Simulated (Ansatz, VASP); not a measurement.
**Cu (Cu(100)-(2x1) missing row) in two plane-wave programs**

Aim: how closely do two programs agree when they are given the same cell, functional and k mesh? Of the first pair: The structure shown is the start of the Ansatz relaxation below; VASP solves that cell, so the two are compared at the walk's first step.

Main program and level: Ansatz 0.2.0; plane waves, with VASP 6.6.1 beside it; single point at LDA.

### 1. The starting structure

The cell holds 7 atoms: 7 Cu. Cell: a = 5.105 Å, b = 2.553 Å, c = 22.415 Å, α = 90.0°, β = 90.0°, γ = 90.0°. Vacuum lies along c.

### 2. Ansatz: relaxation, LDA

Ansatz runs on its default PAW (the set named soft_2) files.

The two programs are compared at the cell with which this relaxation starts, whose forces are those of its first step.

File input.yaml:

```yaml
crystal:
  lattice:
    - [5.1053109602, 0.0, 0.0]
    - [0.0, 2.5526554801, 0.0]
    - [0.0, 0.0, 22.415]
  atoms:
    - { symbol: Cu, position: [0.25, 0.5, 0.3792103502] }
    - { symbol: Cu, position: [0.75, 0.5, 0.3792103502] }
    - { symbol: Cu, position: [0.0, 0.0, 0.4597367834] }
    - { symbol: Cu, position: [0.5, 0.0, 0.4597367834] }
    - { symbol: Cu, position: [0.25, 0.5, 0.5402632166] }
    - { symbol: Cu, position: [0.75, 0.5, 0.5402632166] }
    - { symbol: Cu, position: [0.0, 0.0, 0.6207896498] }
kpoints:
  mp_grid: { grid: [6, 11, 1] }
hamiltonian:
  xc: lda
scf:
  occupations: { method: fermi_dirac, width: 0.1 }
  convergence: { dr2_threshold: 1.0e-08 }
efield:
  axis: 3
  dipole_correction: true
  ramp_position: 0.97
  ramp_width: 0.06
relax:
  f_tol: 0.015
  max_steps: 90
  constraints: [{ sites: [0, 1, 2, 3] }]
output:
  write_potential: true
  write_density: true
  volumetric_format: npy
```

Run with:

```bash
$ ansatz run input.yaml --threads 4 --pin off --max-ram 6144MiB --backend cpu --events-out ev --progress --plain --runs-dir out
```

Numbers of over 12 decimals in the logs are rounded to 6 here.

The log of the run:

```text
Engine: ansatz 0.2.0, aarch64-unknown-linux-gnu
Pseudopotentials: kind: paw
Pseudopotential: Cu, paw, valence charge 19, recommended cutoff 420 eV (normal), Cu.paw.azcp
Functional definition: SPW92
  exchange = slater_x
  correlation = pw_c
Crystal: 7 atoms, lattice volume = 292.115 Å³
Basis set: ecut = 420 eV, 5763 PW (Γ)
Bands: 80, of which v1, the nominal top of the filled ones, is band 67 counted from 1 (66 counted from 0)
Symmetry: 4 space group operations
Space group: Pmm2 (ITA 25), of the structure as read, at distance tolerance 6.6e-5 Å
k-points: 24 of 66
Non-local potential: Cu, projectors of the file, l = 0: 3, l = 1: 2, l = 2: 3, l = 3: 1
PAW form: soft (Blöchl's): semilocal exchange-correlation on the pseudo side does not see the compensation charge
PAW frozen core: Cu, regenerated for the run's functional, and the local potential with it (the file was generated under x = pbe(κ = 0.804, μ = 0.219515), c = pbe(β = 0.066725))
PAW one-centre angular grid: Cu, 590 points (default); XC on 64 Gauss nodes
Initial density: superposition of atomic densities (neutral atoms: chi_scale 0, normalization atom), corrected by the library's trained network
Initial wavefunctions: pseudopotential atomic-orbital guess
Functional: x = slater, c = lda
SCF iter   1: F=—  HF=-45886.115671 eV  |F-HF|=—  |Δ(HF+E_count)|=         —  Δρ=1.17e-2  dr2=2.28e-1  ethr=1.77e-3  p=0.026 e·Å  D=1.63e-2 V/Å  ΔV_dip=-0.37 eV  dr2_dipole=9.00e-3  V_vac-E_F(+/−)=4.51/4.88 eV  ⟨swp⟩=8.4  Hψ=8523  notcnv=0  defer=34
efield: sawtooth ramp at fractional position 0.9700 (set: `efield.ramp_position`, or a place that a band, a saddle search or an elastic batch's reference lends), width 0.0600; the density the first Hamiltonian is built on has a dipole p = 0.026 e·Å; the dipole correction subtracts the counter field D = 1.63e-2 V/Å, which shifts the + side's vacuum level by -0.37 eV against the − side's; the planar-averaged density in the ramp window peaks in size at 5.1e-5 e/Å³
preconditioner: auto → LDOS  [metal: Δε(μ)=0.031 eV  Ē_g=7.581 eV  σ=0.100 eV  W_gap=0.08  n_scr=46 (ndim 8)  ℏωp=19.1 eV  f_vac=0.651  D(μ)=2.24/eV (n_scr^D=8)  β→1.0]
SCF iter   2: F=—  HF=-45886.478783 eV  |F-HF|=—  |Δ(HF+E_count)|=   3.63e-1  Δρ=3.12e-2  dr2=1.54e0  ethr=1.71e-4  p=0.019 e·Å  D=1.15e-2 V/Å  ΔV_dip=-0.26 eV  dr2_dipole=1.49e-4  V_vac-E_F(+/−)=4.76/5.02 eV  ⟨swp⟩=3.0  Hψ=4944  notcnv=0  defer=100
SCF iter   3: F=—  HF=-45886.075904 eV  |F-HF|=—  |Δ(HF+E_count)|=   4.03e-1  Δρ=3.88e-3  dr2=2.91e-2  ethr=1.71e-4  p=0.017 e·Å  D=1.04e-2 V/Å  ΔV_dip=-0.23 eV  dr2_dipole=6.15e-4  V_vac-E_F(+/−)=4.61/4.85 eV  ⟨swp⟩=2.7  Hψ=3961  notcnv=0  defer=103
SCF iter   4: F=—  HF=-45886.069135 eV  |F-HF|=—  |Δ(HF+E_count)|=   6.77e-3  Δρ=7.48e-4  dr2=1.04e-3  ethr=2.19e-5  p=0.018 e·Å  D=1.15e-2 V/Å  ΔV_dip=-0.26 eV  dr2_dipole=5.39e-7  V_vac-E_F(+/−)=4.59/4.84 eV  ⟨swp⟩=2.1  Hψ=2961  notcnv=0  defer=103
SCF iter   5: F=—  HF=-45886.069156 eV  |F-HF|=—  |Δ(HF+E_count)|=   2.14e-5  Δρ=7.48e-4  dr2=9.76e-4  ethr=7.80e-7  p=0.019 e·Å  D=1.17e-2 V/Å  ΔV_dip=-0.26 eV  dr2_dipole=5.43e-9  V_vac-E_F(+/−)=4.59/4.85 eV  ⟨swp⟩=2.2  Hψ=3558  notcnv=0  defer=103
SCF iter   6: F=—  HF=-45886.068983 eV  |F-HF|=—  |Δ(HF+E_count)|=   1.73e-4  Δρ=2.09e-4  dr2=8.16e-5  ethr=7.34e-7  p=0.019 e·Å  D=1.15e-2 V/Å  ΔV_dip=-0.26 eV  dr2_dipole=5.00e-7  V_vac-E_F(+/−)=4.59/4.85 eV  ⟨swp⟩=2.0  Hψ=2709  notcnv=0  defer=103
SCF iter   7: F=—  HF=-45886.068965 eV  |F-HF|=—  |Δ(HF+E_count)|=   1.73e-5  Δρ=6.64e-5  dr2=8.40e-6  ethr=6.13e-8  p=0.019 e·Å  D=1.15e-2 V/Å  ΔV_dip=-0.26 eV  dr2_dipole=2.77e-8  V_vac-E_F(+/−)=4.59/4.85 eV  ⟨swp⟩=3.2  Hψ=3350  notcnv=0  defer=103
SCF iter   8: F=—  HF=-45886.069008 eV  |F-HF|=—  |Δ(HF+E_count)|=   4.28e-5  Δρ=1.19e-5  dr2=3.89e-7  ethr=6.31e-9  p=0.019 e·Å  D=1.15e-2 V/Å  ΔV_dip=-0.26 eV  dr2_dipole=1.66e-9  V_vac-E_F(+/−)=4.59/4.85 eV  ⟨swp⟩=2.0  Hψ=2748  notcnv=0  defer=103
SCF iter   9: F=—  HF=-45886.069009 eV  |F-HF|=—  |Δ(HF+E_count)|=   3.75e-7  Δρ=4.90e-6  dr2=4.88e-8  ethr=2.93e-10  p=0.019 e·Å  D=1.15e-2 V/Å  ΔV_dip=-0.26 eV  dr2_dipole=5.03e-10  V_vac-E_F(+/−)=4.59/4.85 eV  ⟨swp⟩=2.1  Hψ=2784  notcnv=0  defer=103
SCF iter  10: F=—  HF=-45886.069009 eV  |F-HF|=—  |Δ(HF+E_count)|=   2.75e-7  Δρ=5.32e-6  dr2=5.61e-8  ethr=7.52e-12  p=0.019 e·Å  D=1.15e-2 V/Å  ΔV_dip=-0.26 eV  dr2_dipole=1.67e-9  V_vac-E_F(+/−)=4.59/4.85 eV  ⟨swp⟩=10.0  Hψ=13351  notcnv=0
SCF iter  11: F=-45886.069009 eV  HF=-45886.069009 eV  |F-HF|=3.31e-8  |Δ(HF+E_count)|=   2.88e-8  Δρ=1.44e-6  dr2=5.32e-9  ethr=7.52e-12  p=0.019 e·Å  D=1.15e-2 V/Å  ΔV_dip=-0.26 eV  dr2_dipole=3.30e-10  V_vac-E_F(+/−)=4.59/4.85 eV  ⟨swp⟩=7.2  Hψ=12881  notcnv=0
SCF 1 converged in 11 iterations: F = -45886.069009 eV  dr2 = 5.32e-9
  greatest PAW one-centre occupation: 1.000 electrons in one spin orbital (limit 2), on the Cu atom at site 6 (counted from 0), in its partial waves of l = 0
[...]
SCF iter   8: F=—  HF=-45886.333109 eV  |F-HF|=—  |Δ(HF+E_count)|=   6.36e-7  Δρ=6.55e-6  dr2=9.14e-8  ethr=1.83e-10  p=0.013 e·Å  D=7.81e-3 V/Å  ΔV_dip=-0.18 eV  dr2_dipole=6.32e-9  V_vac-E_F(+/−)=4.69/4.87 eV  ⟨swp⟩=2.0  Hψ=2724  notcnv=0  defer=110
SCF iter   9: F=—  HF=-45886.333110 eV  |F-HF|=—  |Δ(HF+E_count)|=   2.19e-7  Δρ=1.98e-6  dr2=1.31e-8  ethr=6.87e-11  p=0.013 e·Å  D=7.81e-3 V/Å  ΔV_dip=-0.18 eV  dr2_dipole=2.34e-9  V_vac-E_F(+/−)=4.69/4.87 eV  ⟨swp⟩=2.0  Hψ=2467  notcnv=0  defer=110
SCF iter  10: F=-45886.333110 eV  HF=-45886.333110 eV  |F-HF|=2.32e-9  |Δ(HF+E_count)|=   1.91e-8  Δρ=1.03e-6  dr2=1.78e-9  ethr=7.52e-12  p=0.013 e·Å  D=7.82e-3 V/Å  ΔV_dip=-0.18 eV  dr2_dipole=5.68e-11  V_vac-E_F(+/−)=4.69/4.87 eV  ⟨swp⟩=9.0  Hψ=12692  notcnv=0
SCF 5 converged in 10 iterations: F = -45886.333110 eV  dr2 = 1.78e-9
relax step   5: F+E_penalty+E_count = -45886.33310965 eV  Δ(F+E_penalty+E_count) = -1.675e-3 eV  max|allowed force component| = 2.829e-3 eV/Å  Δτ_max = 0.0216 Å  (10 SCF iters, accepted)
NSCF: frozen V_eff on 24 k-points
the band table was solved once a step of the walk had ended and its energy, with any forces and stress, was formed, with the checks that follow a solve (9637 applications of the Hamiltonian). They found nothing against the state; the energy, forces and stress were not computed again (output.eigenvalues in the input reference)
WARN: The output density's exchange-correlation potential varies sharply where the density is thin. Do not read a vacuum level from v_tot or v_xc, or from such a field of the output density. On a cell that repeats whose density bears no net charge and no dipole along the vacuum's axis use v_es (v_loc + v_h of the components); under efield.dipole_correction with no amplitude use v_es + v_field, which holds any externa [...]
SCF converged after 10 iterations
Free energy (F): -45886.333110 eV
Harris-Foulkes:  -45886.333110 eV  (|F-HF|=2.32e-9)
Internal energy: -45886.259495 eV  (E = F + TS)
E sigma→0 (E₀):  -45886.296302 eV
Entropy (-TS):   -0.073615 eV (-10.516 meV/atom)
Fermi energy:    1.224165 eV
Dipole field:    D = 0.007825 V/Å  (p = 0.012633 e·Å, saw-weighted, corrected)
Work function:   Φ+ = 4.6898 eV   Φ− = 4.8652 eV
Levels:          The Fermi level and band energies are counted from a zero that moves with the ramp; work functions are not
--- Per-component energies (eV) ---
  E_band       = -4530.920120
  E_kinetic    = 2103.793170
  E_local      = -273375.802121  (includes V_loc(G=0)·N_el)
  E_nonlocal   = 2771.514572
  E_hartree    = 133978.167890
  E_xc         = -618.615207
  E_vxc        = -802.242675  (∫ρ·V_xc dr)
  E_paw        = -11163.963019  (= ΣΔE_a)
  E_vpaw       = -3185.022961  (= ΣTr[D̂ρ^β])
  E_aug_tail   = 0.001449  (compensation charges beyond the density's cutoff)
  E_efield     = 0.000049  (sawtooth field / dipole correction)
  E_vefield    = 0.501319  (∫n·V_field dr)
  E_ewald      = 100415.496101
  E_core_change = 3.147621  (= ΣΔE_core)
  E_smearing   = -0.073615  (= −TS)
  E_closure    = 0.000000  (closes the sum)
  Σ components = -45886.333110   (vs F -45886.333110, Δ=0.00e0)
--- Forces (eV/Å), atoms counted from 1 ---
  atom   1  Cu    -0.04600634     0.00000000     0.68326848
  atom   2  Cu     0.04600634     0.00000000     0.68326848
  atom   3  Cu     0.00000000     0.00000000    -0.63059968
  atom   4  Cu     0.00000000     0.00000000    -0.73119011
  atom   5  Cu    -0.00159609     0.00000000    -0.00282917
  atom   6  Cu     0.00159609     0.00000000    -0.00282917
  atom   7  Cu     0.00000000     0.00000000     0.00083994
  max |Σ_I F_I| component: 7.12e-5 eV/Å
--- Band table (eV; the first three rows and the last of 24) ---
  k-point 0: bands = [... 63 lower, -0.2317, -0.1283, -0.1246, 0.9263, 0.9818, 1.1741, 1.4801, 2.7290, ... 9 higher]
  k-point 1: bands = [... 63 lower, -0.2347, -0.1680, -0.1621, 1.1350, 1.2235, 1.5671, 1.8336, 2.9912, ... 9 higher]
  k-point 2: bands = [... 63 lower, -0.2506, -0.1696, 0.2375, 1.5941, 1.6781, 2.4333, 2.7517, 3.6466, ... 9 higher]
  k-point 23: bands = [... 63 lower, 1.0765, 1.2152, 2.4134, 2.8949, 2.9506, 3.1532, 3.9440, 5.5024, ... 9 higher]
--- Relaxed structure (5 steps of the walk, 5 accepted, 0 SCFs on fresh bases) ---
  F+E_penalty+E_count = -45886.33310965 eV   max|allowed force component| = 2.829e-3 eV/Å
  atoms:
    - { symbol: Cu, position: [0.25, 0.5, 0.379210] }
    - { symbol: Cu, position: [0.75, 0.5, 0.379210] }
    - { symbol: Cu, position: [0.0, 0.0, 0.4597367834] }
    - { symbol: Cu, position: [0.5, 0.0, 0.4597367834] }
    - { symbol: Cu, position: [0.259653, 0.5, 0.534951] }
    - { symbol: Cu, position: [0.740347, 0.5, 0.534951] }
    - { symbol: Cu, position: [0.0, 0.0, 0.601811] }
```

### 3. VASP: single point, LDA, start cell, pair 1

The same cell, functional (in two slightly different forms), mesh and smearing now go to VASP, with its own data sets.

Lines of VASP's logs that name or quote its potential files are left out, and so is its time.

File INCAR:

```
SYSTEM = Cu
PREC = Accurate
ENCUT = 520
EDIFF = 1E-06
NELM = 120
ISMEAR = -1
SIGMA = 0.1
LREAL = .FALSE.
ALGO = Normal
GGA = CA
NBANDS = 47
LASPH = .TRUE.
LORBIT = 11
LWAVE = .FALSE.
LCHARG = .FALSE.
ISIF = 2
LDIPOL = .TRUE.
IDIPOL = 3
DIPOL = 0.5 0.5 0.482
LVHAR = .TRUE.
GGA_COMPAT = .FALSE.
NELMDL = -8
KPAR = 2
```

File POSCAR:

```
Cu
1.0
    5.1053109602      0.0000000000      0.0000000000
    0.0000000000      2.5526554801      0.0000000000
    0.0000000000      0.0000000000     22.4150000000
Cu
7
Direct
    0.2500000509      0.5000001018      0.3792103502
    0.7499999569      0.5000001018      0.3792103502
    0.0000000000      0.0000000000      0.4597367834
    0.4999999060      0.0000000000      0.4597367834
    0.2500000509      0.5000001018      0.5402632166
    0.7499999569      0.5000001018      0.5402632166
    0.0000000000      0.0000000000      0.6207896498
```

File KPOINTS:

```
Automatic mesh
0
Gamma
6 11 1
0 0 0
```

Potentials, in the order of the species: Cu (LDA family, release 64).

Run with:

```bash
$ mpirun -np 2 vasp_std
```

The log of the run:

```text
[banner, memory and clock lines left out]
running    2 mpi-ranks, on    1 nodes
 distrk:  each k-point on    1 cores,    2 groups
 distr:  one band on    1 cores,    1 groups

 POSCAR found type information on POSCAR Cu
 POSCAR found :  1 types and       7 ions
 LDA part: xc-table for (Slater(with rela. corr.)+CA(PZ))
 , standard interpolation
 POSCAR, INCAR and KPOINTS ok, starting setup
 FFT: planning ... GRIDC
 FFT: planning ... GRID_SOFT
 FFT: planning ... GRID
 WAVECAR not read
 entering main loop
       N       E                     dE             d eps       ncg     rms          rms(c)
DAV:   1     0.659616161192E+03    0.65962E+03   -0.31923E+04  2256   0.186E+03
DAV:   2     0.283638982773E+02   -0.63125E+03   -0.61076E+03  2256   0.398E+02
DAV:   3    -0.321316004107E+02   -0.60495E+02   -0.56805E+02  2424   0.183E+02
DAV:   4    -0.347192547052E+02   -0.25877E+01   -0.25502E+01  2564   0.480E+01
DAV:   5    -0.347989345365E+02   -0.79680E-01   -0.79610E-01  2862   0.642E+00
DAV:   6    -0.348028770740E+02   -0.39425E-02   -0.39422E-02  3207   0.115E+00
DAV:   7    -0.348029764738E+02   -0.99400E-04   -0.99398E-04  3085   0.165E-01
DAV:   8    -0.348029783596E+02   -0.18858E-05   -0.18857E-05  2671   0.197E-02    0.192E+01
DAV:   9    -0.320400128989E+02    0.27630E+01   -0.71120E+01  2544   0.134E+02    0.110E+01
DAV:  10    -0.291028553300E+02    0.29372E+01   -0.14021E+01  2753   0.786E+01    0.279E+00
DAV:  11    -0.291358705382E+02   -0.33015E-01   -0.25229E+00  2824   0.396E+01    0.107E+00
DAV:  12    -0.291556518109E+02   -0.19781E-01   -0.76017E-01  2925   0.156E+01    0.187E+00
DAV:  13    -0.291321051992E+02    0.23547E-01   -0.12761E-01  2627   0.106E+01    0.150E+00
DAV:  14    -0.290976890895E+02    0.34416E-01   -0.20108E-01  2627   0.836E+00    0.277E-01
[...]
DAV:  22    -0.290972323192E+02   -0.64267E-04   -0.20570E-04  2573   0.227E-01    0.713E-03
DAV:  23    -0.290973564847E+02   -0.12417E-03   -0.16745E-05  3015   0.759E-02    0.504E-03
DAV:  24    -0.290974019899E+02   -0.45505E-04   -0.50976E-06  2110   0.431E-02    0.578E-03
DAV:  25    -0.290974191320E+02   -0.17142E-04   -0.52439E-06  2443   0.366E-02    0.190E-03
DAV:  26    -0.290974230301E+02   -0.38981E-05   -0.79670E-07  1501   0.216E-02    0.151E-03
DAV:  27    -0.290974252072E+02   -0.21771E-05   -0.48791E-07  1501   0.101E-02    0.467E-04
DAV:  28    -0.290974270052E+02   -0.17980E-05   -0.17776E-07  1505   0.657E-03    0.690E-04
DAV:  29    -0.290974279955E+02   -0.99027E-06   -0.11594E-07  1450   0.635E-03
   1 F= -.29097428E+02 E0= -.29061951E+02  d E =-.709534E-01
```

OUTCAR, selected parts (step 3):

```text
ion  position               nearest neighbor table
   1  0.250  0.500  0.379-   4 2.55   2 2.55   4 2.55   3 2.55   3 2.55   2 2.55
   2  0.750  0.500  0.379-   1 2.55   3 2.55   4 2.55   3 2.55   4 2.55   1 2.55
   3  0.000  0.000  0.460-   4 2.55   2 2.55   6 2.55   1 2.55   5 2.55   2 2.55   6 2.55   1 2.55
                             5 2.55   4 2.55
   4  0.500  0.000  0.460-   1 2.55   5 2.55   3 2.55   1 2.55   5 2.55   2 2.55   6 2.55   2 2.55
                             6 2.55   3 2.55
   5  0.250  0.500  0.540-   4 2.55   6 2.55   4 2.55   7 2.55   3 2.55   7 2.55   3 2.55   6 2.55

  LATTYP: Found a simple orthorhombic cell.
 ALAT       =     2.5526554801
 B/A-ratio  =     2.0000000000
 C/A-ratio  =     8.7810518007

 Subroutine GETGRP returns: Found  4 space group operations
 (whereof  4 operations were pure point group operations)

The static configuration has the point symmetry C_2v.

 Found     24 irreducible k-points:

   k-points           NKPTS =     24   k-points in BZ     NKDIM =     24   number of bands    NBANDS=     47

   dimension x,y,z NGX =    40 NGY =   20 NGZ =  168
   dimension x,y,z NGXF=    80 NGYF=   40 NGZF=  336

   ENCUT  =  520.0 eV  38.22 Ry    6.18 a.u.   9.49  4.75 41.68*2*pi/ulx,y,z

   NELECT =      77.0000    total number of electrons

 k-points in reciprocal lattice and weights: Automatic mesh
   0.00000000  0.00000000  0.00000000       0.015
   0.16666667  0.00000000  0.00000000       0.030
   0.33333333  0.00000000  0.00000000       0.030
   0.50000000  0.00000000  0.00000000       0.015
   0.00000000  0.09090909  0.00000000       0.030
   0.16666667  0.09090909  0.00000000       0.061
   0.33333333  0.09090909  0.00000000       0.061
   0.50000000  0.09090909  0.00000000       0.030
   0.00000000  0.18181818  0.00000000       0.030
[...]
0.33333333  0.45454545  0.00000000       0.061
   0.50000000  0.45454545  0.00000000       0.030

 dipolmoment           0.000000      0.000000     -0.018263 electrons x Angstroem

 average (electrostatic) potential at core
       1 -72.7999       2 -72.7998       3 -73.1688       4 -73.2388       5 -72.9753
       6 -72.9753       7 -72.5244

 E-fermi :  -1.2755

 k-point     1 :       0.0000    0.0000    0.0000
  band No.  band energies     occupation
    ...
     38      -2.6305      2.00000
     39      -1.5032      1.81387
     40      -1.4153      1.60354
     41      -1.2855      1.04981
     42      -1.1853      0.57725
     43       0.4565      0.00000
     44       0.6333      0.00000
     45       2.1202      0.00000
     46       3.3035      0.00000
     47       3.3936      0.00000

 k-point     2 :       0.1667    0.0000    0.0000
  band No.  band energies     occupation
    ...
     36      -2.7946      2.00000
     37      -2.6473      2.00000
     38      -2.6265      2.00000
     39      -2.4667      1.99999
     40      -2.0075      1.99868
     41      -1.0502      0.19008
     42      -0.1138      0.00002
     43       0.5328      0.00000
     44       1.0872      0.00000
     45       2.4067      0.00000
    ...

 k-point     3 :       0.3333    0.0000    0.0000
  band No.  band energies     occupation
    ...
     36      -2.8436      2.00000
     37      -2.7761      2.00000
     38      -2.6443      2.00000
     39      -2.6276      2.00000
     40      -2.2935      1.99992
     41      -0.9178      0.05439
     42      -0.2409      0.00006
     43       1.0755      0.00000
     44       2.1563      0.00000
     45       2.9859      0.00000
    ...

  Total       -8.2333651     -9.1269335     -6.3537851      0.0000000      0.0000000      0.0000000
  in kB      -45.1580117    -50.0590174    -34.8489706      0.0000000      0.0000000      0.0000000
  external PRESSURE =     -43.3553333 kB  Pullay stress =       0.0000000 kB

  energy-cutoff  :      520.00
  volume of cell :      292.11
      direct lattice vectors                 reciprocal lattice vectors
     5.105310960  0.000000000  0.000000000     0.195874455  0.000000000  0.000000000
     0.000000000  2.552655480  0.000000000     0.000000000  0.391748909  0.000000000
     0.000000000  0.000000000 22.415000000     0.000000000  0.000000000  0.044612982

 POSITION                                       TOTAL-FORCE (eV/Angst)
 -----------------------------------------------------------------------------------
      1.27633      1.27633      8.50000        -0.045247      0.000000      0.669381
      3.82898      1.27633      8.50000         0.045247      0.000000      0.669381
      0.00000      0.00000     10.30500         0.000000      0.000000     -0.301198
      2.55266      0.00000     10.30500         0.000000      0.000000     -0.041212
      1.27633      1.27633     12.11000        -0.135464      0.000000      0.085172
      3.82898      1.27633     12.11000         0.135464      0.000000      0.085172
      0.00000      0.00000     13.91500         0.000000      0.000000     -1.166696
 -----------------------------------------------------------------------------------
    total drift:                                0.000042     -0.000145     -0.000655

  FREE ENERGIE OF THE ION-ELECTRON SYSTEM (eV)
  ---------------------------------------------------
  free  energy   TOTEN  =       -29.0974279955 eV

  energy  without entropy=      -29.0264746255  energy(sigma->0) =      -29.06195131

 vacuum level on the upper side and lower side of the slab         3.296         3.548

 total charge
# of ion       s       p       d       tot
------------------------------------------
    1        0.447   0.261   9.212   9.919
    2        0.447   0.261   9.212   9.919
    3        0.449   0.373   9.186  10.008
    4        0.444   0.384   9.176  10.004
    5        0.441   0.328   9.189   9.958
    6        0.441   0.328   9.189   9.958
    7        0.461   0.182   9.240   9.883
--------------------------------------------------
tot          3.130   2.116  64.402  69.648

[... 3 further parts left out ...]
```

This run has no spin polarisation. Its electron count is odd, so without a moment it is a metal by construction.

(Part 1 of 2 ends here.)

[Lines on the potential files, build, host, timing and source positions are cut from VASP's logs without a mark.]

[Logs are printed without paths, hosts, clocks, repeated set-up lines and the standing remarks that a program may print on its own settings, such as how far it seeks lower states.]

[Hosts, paths, dates, database ids (printed as entryN), source tags and the programs' standing remarks are cut or masked in the printed files.]
